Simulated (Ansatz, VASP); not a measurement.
# Cross-check of SiO2 (Stishovite) between VASP and Ansatz

Aim: how closely do two programs agree when they are given the same cell, functional and k mesh? The cell is taken from a series of runs on this material, whose earlier steps may have relaxed, scaled, displaced or heated it; both programs get it as it stands.

Calculated with Ansatz 0.2.0; plane waves, with VASP 6.6.1 beside it; relaxation of cell and atoms at r2SCAN with rVV10.

## 1. Set-up

Symmetry: P4_2/mnm, No. 136, tetragonal system. The conventional cell has a = 4.177 Å, b = 4.177 Å, c = 2.665 Å, α = 90.00°, β = 90.00°, γ = 90.00°. Nearest to Si lie 6 O at 1.76 to 1.81 Å. O has 3 Si at 1.76 to 1.81 Å nearest. Farther neighbours and most contacts between anions are not listed.

## 2. VASP: relaxation of cell and atoms, r2SCAN with rVV10

The relaxed volume is the usual yardstick between codes: in a stiff, nearly cubic crystal its relative difference is about their pressure difference at one cell divided by the bulk modulus.

Lines of VASP's logs that name or quote its potential files are left out, and so is its time.

INCAR

```
SYSTEM = SiO2
PREC = Accurate
ENCUT = 660
EDIFF = 1E-07
NELM = 120
ISMEAR = 0
SIGMA = 0.02
LREAL = .FALSE.
ALGO = Normal
METAGGA = R2SCAN
LUSE_VDW = .TRUE.
IVDW_NL = 2
BPARAM = 11.95
CPARAM = 0.0093
LASPH = .TRUE.
NBANDS = 22
LORBIT = 11
LWAVE = .FALSE.
LCHARG = .FALSE.
ISIF = 3
IBRION = 2
NSW = 80
EDIFFG = -0.005
GGA_COMPAT = .FALSE.
NELMIN = 4
EFERMI = MIDGAP
LMIXTAU = .TRUE.
KPAR = 2
```

POSCAR

```
SiO2
1.0
    4.1773000000      0.0000000000      0.0000000000
    0.0000000000      4.1773000000      0.0000000000
    0.0000000000      0.0000000000      2.6652000000
Si O
2 4
Direct
    0.0000000000      0.0000000000      0.0000000000
    0.5000000000      0.5000000000      0.5000000000
    0.3058999832      0.3058999832      0.0000000000
    0.1941000168      0.8058999832      0.5000000000
    0.6941000168      0.6941000168      0.0000000000
    0.8058999832      0.1941000168      0.5000000000
```

KPOINTS

```
Automatic mesh
0
Gamma
6 6 8
0 0 0
```

PAW data sets: Si and O (PBE family, release 64).

On the command line:

```bash
> mpirun -np 2 vasp_std
```

Numbers of over 12 decimals in the logs are rounded to 6 here.

What it wrote:

```text
[banner, memory and clock lines left out]
running    2 mpi-ranks, on    1 nodes
 distrk:  each k-point on    1 cores,    2 groups
 distr:  one band on    1 cores,    1 groups

 POSCAR found type information on POSCAR SiO
 POSCAR found :  2 types and       6 ions
|                                                                             |
|               ----> ADVICE to this user running VASP <----                  |
|                                                                             |
|     You have switched on vdW-DFT.                                           |
|     This routine was written and supplied by Jiri Klimes. We recommend      |
|     that you carefully read and cite the following publications:            |
|       J. Klimes, D.R. Bowler, A. Michelides                                 |
|          J. Phys.: Cond Matt. 22 022201 (2010)                              |
|       J. Klimes, D.R. Bowler, A. Michelides                                 |
|          Phys. Rev. B. 83, 195131 (2011)                                    |
|     and references therein.                                                 |
|                                                                             |

|                                                                             |
|               ----> ADVICE to this user running VASP <----                  |
|                                                                             |
|     You enforced a specific xc type in the INCAR file but a different       |
|     [... a line on the potential file left out ...]
|     I HOPE YOU KNOW WHAT YOU ARE DOING!                                     |
|                                                                             |

 LDA part: xc-table for (None), standard interpolation
 POSCAR, INCAR and KPOINTS ok, starting setup
 FFT: planning ... GRIDC
 FFT: planning ... GRID_SOFT
 FFT: planning ... GRID
 WAVECAR not read
 entering main loop
       N       E                     dE             d eps       ncg     rms          rms(c)
Total rVV10 correction in eV:      0.5414530    34.7471725
Total rVV10 correction in eV:      0.5414530    34.7471725
DAV:   1     0.163947306018E+03    0.16395E+03   -0.21211E+04  2200   0.175E+03
DAV:   2    -0.638188001611E+02   -0.22777E+03   -0.21802E+03  2914   0.345E+02
DAV:   3    -0.721131012658E+02   -0.82943E+01   -0.82599E+01  2794   0.656E+01
DAV:   4    -0.721716343404E+02   -0.58533E-01   -0.58508E-01  2746   0.624E+00
DAV:   5    -0.721721212970E+02   -0.48696E-03   -0.48692E-03  2746   0.560E-01    0.179E+01
Total rVV10 correction in eV:      0.6083156    34.7471727
Total rVV10 correction in eV:      0.6083156    34.7471727
DAV:   6    -0.591897400388E+02    0.12982E+02   -0.92479E+00  2644   0.196E+01    0.994E+00
Total rVV10 correction in eV:      0.6428577    34.7471727
Total rVV10 correction in eV:      0.6428577    34.7471727
DAV:   7    -0.578704139011E+02    0.13193E+01   -0.21453E+00  2368   0.135E+01    0.337E+00
Total rVV10 correction in eV:      0.6603875    34.7471727
Total rVV10 correction in eV:      0.6603875    34.7471727
DAV:   8    -0.609865493542E+02   -0.31161E+01   -0.11025E+00  2380   0.895E+00    0.192E+00
Total rVV10 correction in eV:      0.6613407    34.7471727
Total rVV10 correction in eV:      0.6613407    34.7471727
DAV:   9    -0.578058508614E+02    0.31807E+01   -0.83655E-01  2344   0.684E+00    0.665E-01
Total rVV10 correction in eV:      0.6662662    34.7471727
Total rVV10 correction in eV:      0.6662662    34.7471727
DAV:  10    -0.580011992977E+02   -0.19535E+00   -0.50257E-02  2686   0.231E+00    0.447E-01
Total rVV10 correction in eV:      0.6695289    34.7471727
Total rVV10 correction in eV:      0.6695289    34.7471727
DAV:  11    -0.580983394890E+02   -0.97140E-01   -0.21739E-02  2482   0.129E+00    0.173E-01
Total rVV10 correction in eV:      0.6706931    34.7471727
Total rVV10 correction in eV:      0.6706931    34.7471727
DAV:  12    -0.581394207503E+02   -0.41081E-01   -0.16857E-02  2368   0.154E+00    0.136E-01
Total rVV10 correction in eV:      0.6719110    34.7471727
Total rVV10 correction in eV:      0.6719110    34.7471727
DAV:  13    -0.581383605898E+02    0.10602E-02   -0.11315E-03  2596   0.330E-01    0.609E-02
Total rVV10 correction in eV:      0.6725722    34.7471727
Total rVV10 correction in eV:      0.6725722    34.7471727
DAV:  14    -0.581390289138E+02   -0.66832E-03   -0.72509E-04  2560   0.221E-01    0.275E-02
Total rVV10 correction in eV:      0.6726643    34.7471727
Total rVV10 correction in eV:      0.6726643    34.7471727
DAV:  15    -0.581390864506E+02   -0.57537E-04   -0.89066E-05  2614   0.106E-01    0.122E-02
[...]
Total rVV10 correction in eV:      0.6730024    34.7471724
DAV:   1    -0.581397674492E+02   -0.15562E-03   -0.14250E-02  2476   0.977E-01    0.801E-02
Total rVV10 correction in eV:      0.6728944    34.7471725
Total rVV10 correction in eV:      0.6728944    34.7471725
DAV:   2    -0.581397219375E+02    0.45512E-04   -0.45849E-04  2668   0.166E-01    0.387E-02
Total rVV10 correction in eV:      0.6728906    34.7471725
Total rVV10 correction in eV:      0.6728906    34.7471725
DAV:   3    -0.581396981452E+02    0.23792E-04   -0.44905E-05  2638   0.623E-02    0.129E-02
Total rVV10 correction in eV:      0.6729282    34.7471725
Total rVV10 correction in eV:      0.6729282    34.7471725
DAV:   4    -0.581396969145E+02    0.12307E-05   -0.86875E-06  2536   0.294E-02    0.485E-03
Total rVV10 correction in eV:      0.6729403    34.7471725
Total rVV10 correction in eV:      0.6729403    34.7471725
DAV:   5    -0.581396979813E+02   -0.10667E-05   -0.59576E-06  2344   0.321E-02    0.175E-03
Total rVV10 correction in eV:      0.6729405    34.7471725
Total rVV10 correction in eV:      0.6729405    34.7471725
DAV:   6    -0.581396935108E+02    0.44704E-05   -0.20333E-06  2266   0.192E-02    0.129E-03
Total rVV10 correction in eV:      0.6729401    34.7471725
Total rVV10 correction in eV:      0.6729401    34.7471725
DAV:   7    -0.581396936682E+02   -0.15738E-06   -0.27900E-07  2002   0.576E-03    0.387E-04
Total rVV10 correction in eV:      0.6729414    34.7471725
Total rVV10 correction in eV:      0.6729414    34.7471725
DAV:   8    -0.581396935972E+02    0.70975E-07   -0.19475E-07  1532   0.566E-03
Total rVV10 correction in eV:      0.6729415    34.7471725
Total rVV10 correction in eV:      0.6729415    34.7471725
Total rVV10 correction in eV:      0.6729417    34.7471725
Total rVV10 correction in eV:      0.6729417    34.7471725
   3 F= -.58139694E+02 E0= -.58139694E+02  d E =-.572204E-03
[...]
4 F= -.58139769E+02 E0= -.58139769E+02  d E =-.755326E-04
[...]
5 F= -.58139824E+02 E0= -.58139824E+02  d E =-.130756E-03
[...]
6 F= -.58139824E+02 E0= -.58139824E+02  d E =-.130753E-03
 curvature:  -0.37 expect dE=-0.381E-05 dE for cont linesearch -0.104E-07
 ZBRENT: accuracy reached
 trial: gam= 0.00097 g(F)=  0.706E-05 g(S)=  0.329E-05 ort = 0.407E-05 (trialstep = 0.869E+00)
 search vector abs. value=  0.104E-04
 bond charge predicted
       N       E                     dE             d eps       ncg     rms          rms(c)
Total rVV10 correction in eV:      0.6722748    34.7471724
Total rVV10 correction in eV:      0.6722748    34.7471724
DAV:   1    -0.581398289209E+02   -0.45584E-05   -0.14970E-03  2344   0.314E-01    0.161E-02
Total rVV10 correction in eV:      0.6722374    34.7471724
Total rVV10 correction in eV:      0.6722374    34.7471724
DAV:   2    -0.581398276385E+02    0.12823E-05   -0.34296E-05  2662   0.451E-02    0.696E-03
Total rVV10 correction in eV:      0.6722329    34.7471724
Total rVV10 correction in eV:      0.6722329    34.7471724
DAV:   3    -0.581398270298E+02    0.60872E-06   -0.13828E-06  2566   0.117E-02    0.303E-03
Total rVV10 correction in eV:      0.6722366    34.7471724
Total rVV10 correction in eV:      0.6722366    34.7471724
DAV:   4    -0.581398271031E+02   -0.73277E-07   -0.36739E-07  2376   0.689E-03
Total rVV10 correction in eV:      0.6722394    34.7471724
Total rVV10 correction in eV:      0.6722394    34.7471724
Total rVV10 correction in eV:      0.6722384    34.7471724
Total rVV10 correction in eV:      0.6722384    34.7471724
   7 F= -.58139827E+02 E0= -.58139827E+02  d E =-.275255E-05
 trial-energy change:   -0.000003  1 .order   -0.000003   -0.000009    0.000002
 step:   0.6371(harm=  0.6863)  dis= 0.00013  next Energy=   -58.139827 (dE=-0.308E-05)
 reached required accuracy - stopping structural energy minimisation
```

Parts of OUTCAR (step 2):

```text
ion  position               nearest neighbor table
   1  0.000  0.000  0.000-   4 1.76   6 1.76   4 1.76   6 1.76   5 1.81   3 1.81
   2  0.500  0.500  0.500-   3 1.76   5 1.76   3 1.76   5 1.76   4 1.81   6 1.81
   3  0.306  0.306  0.000-   2 1.76   2 1.76   1 1.81
   4  0.194  0.806  0.500-   1 1.76   1 1.76   2 1.81
   5  0.694  0.694  0.000-   2 1.76   2 1.76   1 1.81
   6  0.806  0.194  0.500-   1 1.76   1 1.76   2 1.81

  LATTYP: Found a simple tetragonal cell.
 ALAT       =     4.1773000000
 C/A-ratio  =     0.6380197735

 Subroutine GETGRP returns: Found 16 space group operations
 (whereof  8 operations were pure point group operations)

The static configuration has the point symmetry D_2h.
 The point group associated with its full space group is D_4h.

 Found     50 irreducible k-points:

   k-points           NKPTS =     50   k-points in BZ     NKDIM =     50   number of bands    NBANDS=     22

   dimension x,y,z NGX =    36 NGY =   36 NGZ =   24
   dimension x,y,z NGXF=    72 NGYF=   72 NGZF=   48

   ENCUT  =  660.0 eV  48.51 Ry    6.96 a.u.   8.75  8.75  5.58*2*pi/ulx,y,z

   NELECT =      32.0000    total number of electrons

 k-points in reciprocal lattice and weights: Automatic mesh
   0.00000000  0.00000000  0.00000000       0.003
   0.16666667  0.00000000  0.00000000       0.014
   0.33333333  0.00000000  0.00000000       0.014
   0.50000000  0.00000000  0.00000000       0.007
   0.16666667  0.16666667  0.00000000       0.014
   0.33333333  0.16666667  0.00000000       0.028
   0.50000000  0.16666667  0.00000000       0.014
   0.33333333  0.33333333  0.00000000       0.014
   0.50000000  0.33333333  0.00000000       0.014
[...]
0.50000000  0.33333333  0.50000000       0.014
   0.50000000  0.50000000  0.50000000       0.003

 average (electrostatic) potential at core
       1 -84.2496       2 -84.2496       3 -70.5014       4 -70.5014       5 -70.5014
       6 -70.5014

 E-fermi :  11.1460

 k-point     1 :       0.0000    0.0000    0.0000
  band No.  band energies     occupation
    ...
     12       4.6563      2.00000
     13       5.3497      2.00000
     14       6.9780      2.00000
     15       6.9780      2.00000
     16       7.8688      2.00000
     17      14.4231      0.00000
     18      15.4420      0.00000
     19      17.2793      0.00000
     20      17.2793      0.00000
     21      19.8295      0.00000
    ...

 k-point     2 :       0.1667    0.0000    0.0000
  band No.  band energies     occupation
    ...
     12       4.7227      2.00000
     13       5.3807      2.00000
     14       6.3832      2.00000
     15       6.9280      2.00000
     16       7.6511      2.00000
     17      14.8682      0.00000
     18      15.6978      0.00000
     19      17.3287      0.00000
     20      17.3707      0.00000
     21      20.3149      0.00000
    ...

 k-point     3 :       0.3333    0.0000    0.0000
  band No.  band energies     occupation
    ...
     12       4.9016      2.00000
     13       5.0511      2.00000
     14       5.3210      2.00000
     15       6.8127      2.00000
     16       7.1342      2.00000
     17      15.8205      0.00000
     18      16.3349      0.00000
     19      17.5688      0.00000
     20      17.7058      0.00000
     21      20.2997      0.00000
    ...

  Total       -0.0020666     -0.0020666      0.0080937     -0.0000000      0.0000000      0.0000000
  in kB       -0.0712164     -0.0712164      0.2789092     -0.0000000      0.0000000      0.0000000
  external PRESSURE =       0.0454921 kB  Pullay stress =       0.0000000 kB

  energy-cutoff  :      660.00
  volume of cell :       46.49
      direct lattice vectors                 reciprocal lattice vectors
     4.171905964 -0.000000000  0.000000000     0.239698595 -0.000000000  0.000000000
     0.000000000  4.171905964  0.000000000     0.000000000  0.239698595  0.000000000
     0.000000000  0.000000000  2.671324537     0.000000000  0.000000000  0.374346129

 POSITION                                       TOTAL-FORCE (eV/Angst)
 -----------------------------------------------------------------------------------
      0.00000      4.17191      0.00000         0.000000      0.000000      0.000000
      2.08595      2.08595      1.33566         0.000000      0.000000      0.000000
      1.27483      1.27483      2.67132         0.000853      0.000853      0.000000
      0.81112      3.36079      1.33566        -0.000853      0.000853      0.000000
      2.89707      2.89707      0.00000        -0.000853     -0.000853     -0.000000
      3.36079      0.81112      1.33566         0.000853     -0.000853     -0.000000
 -----------------------------------------------------------------------------------
    total drift:                                0.000000      0.000000     -0.000000

  FREE ENERGIE OF THE ION-ELECTRON SYSTEM (eV)
  ---------------------------------------------------
  free  energy   TOTEN  =       -58.1398271031 eV

  energy  without entropy=      -58.1398271031  energy(sigma->0) =      -58.13982710

 reached required accuracy - stopping structural energy minimisation

 total charge
# of ion       s       p       d       tot
------------------------------------------
    1        0.571   0.868   0.000   1.439
    2        0.571   0.868   0.000   1.439
    3        1.552   3.724   0.000   5.277
    4        1.552   3.724   0.000   5.277
    5        1.552   3.724   0.000   5.277
    6        1.552   3.724   0.000   5.277
--------------------------------------------------
tot          7.351  16.634   0.000  23.985

[... 3 further parts left out ...]
```

CONTCAR:

```
SiO2
   1.00000000000000
     4.1719059636126774   -0.0000000000000000    0.0000000000000000
     0.0000000000000000    4.1719059636126774    0.0000000000000000
     0.0000000000000000    0.0000000000000000    2.6713245365059226
  Si              O
     2     4
Direct
     0.0000000000000000    1.0000000000000000    0.0000000000000000
     0.5000000000000000    0.5000000000000000    0.5000000000000000
     0.3055758633434409    0.3055758633434409    1.0000000000000000
     0.1944241366565591    0.8055758633434409    0.5000000000000000
     0.6944241366565591    0.6944241366565591    0.0000000000000000
     0.8055758633434409    0.1944241366565591    0.5000000000000000
```

(Continued in part 2 of 2.)

[Lines on the potential files, build, host, timing and source positions are cut from VASP's logs without a mark.]

[Logs are printed without paths, hosts, clocks, repeated set-up lines and the standing remarks that a program may print on its own settings, such as how far it seeks lower states.]

[Hosts, paths, dates, database ids (printed as entryN), source tags and the programs' standing remarks are cut or masked in the printed files.]
